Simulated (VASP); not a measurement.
# A VASP study of BaAs2Rh2 (optB86b-vdW): structure first, properties next, part 2 of 2

What structure and properties does optB86b-vdW give BaAs2Rh2, and how near are they to the measured ones? Left out of this account: 3 further runs (self-consistent run: a volume scan without its fit). The start is a computed cell from the Materials Project.

VASP 6.6.1; optB86b-vdW; plane waves and PAW (Ba_sv, As, Rh_pv).

So far. Step 5 (Bands along the symmetry lines (optB86b-vdW)): There is no gap at this level. Step 6 (Density of states (optB86b-vdW)): The finer mesh and the other smearing move the Fermi level by +0.01 eV from the 9×9×9 run, a small shift, which tests the Fermi level alone. Of the states within 0.3 eV of the Fermi level, the largest shares in the PAW spheres are Rh d 45 %, As p 9 % and Ba d 8 %. The relaxed cell has a = 4.056, c = 12.872 Å (conventional setting).

### Step 7. Vibrations at Γ (optB86b-vdW)

Zone-centre modes test whether the atoms sit at a minimum within this cell. IBRION = 6 takes the force constants from differences of forces between displaced cells, so the forces must be tight.

INCAR

```
SYSTEM = BaAs2Rh2
PREC = Accurate
ENCUT = 400
EDIFF = 1E-08
NELM = 100
ISMEAR = 1
SIGMA = 0.2
LREAL = .FALSE.
ALGO = Normal
GGA = MK
AGGAC = 0
LUSE_VDW = .TRUE.
PARAM1 = 0.1234
PARAM2 = 1
LASPH = .TRUE.
NBANDS = 31
LORBIT = 11
LWAVE = .FALSE.
LCHARG = .FALSE.
KPAR = 4
IBRION = 6
NFREE = 2
POTIM = 0.015
ISIF = 2
NSW = 1
```

POSCAR

```
BaAs2Rh2
1.0
   -2.0279366973      2.0279366973      6.4361530480
    2.0279366973     -2.0279366973      6.4361530480
    2.0279366973      2.0279366973     -6.4361530480
Ba As Rh
1 2 2
Direct
    0.0000000000      0.0000000000      0.0000000000
    0.3580447861      0.3580447861      0.0000000000
    0.6419552139      0.6419552139      0.0000000000
    0.7500000000      0.2500000000      0.5000000000
    0.2500000000      0.7500000000      0.5000000000
```

KPOINTS

```
Automatic mesh
0
Gamma
10 10 10
0 0 0
```

Potentials, in the order of the species: Ba_sv, As and Rh_pv (PBE family, release 64).

Command:

```
$ mpirun -np 4 vasp_std
```

It took 86 min on 4 MPI ranks of Intel Xeon Platinum 8259CL at 2.50GHz (Skylake/Cascade Lake), shared host; peak memory 5.4 GiB.

The last energy, forces, stress and levels in OUTCAR belong to the last displaced cell, not to the cell of POSCAR.

This step gave:

* bands: 31
* irreducible k-points: 102
* pressure of the cell: -0.003091 GPa
* largest force of the cell: 0.001175 eV/Å

Modes at Γ, with each element's share of the kinetic energy:

```csv
mode,frequency (cm⁻¹),symmetry,Ba %,As %,Rh %
1,0.0,acoustic,28,30,42
2,0.0,acoustic,28,30,42
3,0.0,acoustic,28,30,42
4,86.6,Eu,71,6,22
5,86.6,Eu,71,6,22
6,98.7,A2u,72,9,19
7,126.3,Eg,0,72,28
8,126.3,Eg,0,72,28
9,149.3,Bg,0,0,100
10,219.7,Eu,1,63,36
11,219.7,Eu,1,63,36
12,220.8,A2u,0,60,39
13,232.1,A1g,0,100,0
14,242.8,Eg,0,28,72
15,242.8,Eg,0,28,72
```

Displacements in mode 5 (86.6 cm⁻¹), the largest set to 1:
```
Ba1  0.62  1.00  0.00
As2 -0.18 -0.29  0.00
As3 -0.18 -0.29  0.00
Rh4 -0.29 -0.46  0.00
Rh5 -0.29 -0.46  0.00
```

Displacements in mode 6 (98.7 cm⁻¹), the largest set to 1:
```
Ba1  0.00  0.00 -1.00
As2  0.00  0.00  0.34
As3  0.00  0.00  0.34
Rh4  0.00  0.00  0.42
Rh5  0.00  0.00  0.42
```

The three acoustic modes come out at zero, and all others are real. By the characters of their eigenvectors the optical modes sort into (cm⁻¹) Raman active: Eg 126, Bg 149, A1g 232, Eg 243; infrared active: Eu 87, A2u 99, Eu 220, A2u 221. B labels carry no number here, since it depends on the setting of the axes. With a centre of inversion no mode is active in both.

### Step 8. Independent-particle dielectric function (optB86b-vdW)

LOPTICS sums transitions from filled to empty bands. The mesh is finer than in the run before. NBANDS is raised for it.

INCAR

```
SYSTEM = BaAs2Rh2
PREC = Accurate
ENCUT = 400
EDIFF = 1E-06
NELM = 100
ISMEAR = 1
SIGMA = 0.2
LREAL = .FALSE.
ALGO = Normal
GGA = MK
AGGAC = 0
LUSE_VDW = .TRUE.
PARAM1 = 0.1234
PARAM2 = 1
LASPH = .TRUE.
NBANDS = 65
LORBIT = 11
LWAVE = .FALSE.
LCHARG = .FALSE.
KPAR = 4
LOPTICS = .TRUE.
NEDOS = 1500
CSHIFT = 0.1
```

POSCAR is that of step 7.

KPOINTS

```
Automatic mesh
0
Gamma
14 14 14
0 0 0
```

Command:

```
$ mpirun -np 4 vasp_std
```

It took 12 min on 4 MPI ranks; peak memory 8.3 GiB; 49 min of CPU time.

These are independent-particle spectra without excitons or local fields, and fine structure depends on the mesh and on CSHIFT. The intraband (Drude) part is not in this spectrum.

Numbers from this step:

```yaml
scf_cycles: 13
bands: 65
irreducible_k_points: 244
fermi_energy: 6.672 eV
pressure: -0.01722 GPa
```

The imaginary dielectric function has structure finer than the step of the table below, so its rows give means over 1 eV, whole bins alone (the curve runs from 0 to 25.0 eV). Peaks (eV: height): xx 0.7: 23.5; zz 0.3: 43.2, 4.5: 12.1.

Imaginary dielectric function against photon energy; means over each step:

```
photon energy (eV)     xx     zz
                 1   19.9   15.1
                 2   15.0   7.21
                 3   13.5   5.01
                 4   7.59   8.41
                 5   5.03   11.2
                 6   4.60   6.16
                 7   5.30   4.99
                 8   5.42   4.35
                 9   3.58   3.24
                10   2.34   2.31
                11   2.21   2.26
                12   2.31   2.25
                13   1.84   1.74
                14   2.06   1.66
                15   1.58   1.38
                16   1.53   1.57
                17   1.81   2.20
                18   1.95   2.24
                19   1.29   1.43
                20  0.704  0.733
                21  0.729  0.639
                22  0.610  0.609
                23  0.437  0.460
                24  0.350  0.383
```

The real dielectric function by photon energy:

| photon energy (eV) | xx | zz |
| --- | --- | --- |
| 0 | 54.2 | 70.2 |
| 1 | 12.9 | 11.5 |
| 2 | 8.37 | 4.76 |
| 3 | 1.64 | 5.73 |
| 4 | -1.21 | 9.02 |
| 5 | 0.753 | 1.98 |
| 6 | 1.26 | -0.900 |
| 7 | 2.15 | -0.0449 |
| 8 | -0.567 | -0.524 |
| 9 | -1.21 | -0.947 |
| 10 | -0.670 | -0.635 |
| 11 | 0.142 | 0.194 |
| 12 | -0.289 | -0.0348 |
| 13 | 0.203 | -0.0620 |
| 14 | -0.0114 | 0.185 |
| 15 | -0.132 | 0.325 |
| 16 | 0.140 | 0.636 |
| 17 | 0.343 | 0.660 |
| 18 | -0.385 | -0.331 |
| 19 | -0.895 | -1.05 |
| 20 | -0.450 | -0.592 |
| 21 | -0.262 | -0.240 |
| 22 | -0.246 | -0.190 |
| 23 | -0.168 | -0.124 |
| 24 | -0.0627 | -0.0334 |

### Step 9. Summary of results

```
relaxed volume                            : 21.18 Å³/atom
relaxed conventional cell a, b, c         : 4.056, 4.056, 12.872 Å
space group after relaxing, within 0.02 Å : I4/mmm (No. 139)
band gap                                  : none, a metal
DOS at the Fermi level                    : 3.44 states/eV/cell
highest zone-centre mode                  : 243 cm⁻¹
```

What this shows: With optB86b-vdW, BaAs2Rh2 relaxes to 21.18 Å³/atom in space group I4/mmm (held by the symmetry of the run) and comes out as a metal. Bands along the symmetry lines (optB86b-vdW): Of the bands kept, 2 cross the Fermi level on this path. Vibrations at Γ (optB86b-vdW): The highest mode in this list at Γ, 242.8 cm⁻¹, is mostly motion of Rh (72 % of the kinetic energy). Spin-orbit coupling is left out, and with elements this heavy it would split and shift bands near the Fermi level. Modes at Γ alone can't show that the crystal is stable at other wave vectors. No search among competing phases was made, and a listed structure need not be the one stable at ambient conditions. All values are for a static lattice at zero temperature.

[Lines on the potential files, build, host, timing and source positions are cut from VASP's logs without a mark.]

[Logs are printed without paths, hosts, clocks, repeated set-up lines and the standing remarks that a program may print on its own settings, such as how far it seeks lower states.]

[Hosts, paths, dates, database ids (printed as entryN), source tags and the programs' standing remarks are cut or masked in the printed files.]

[A measured line is paired with the nearest computed mode of its activity, which favours agreement.]
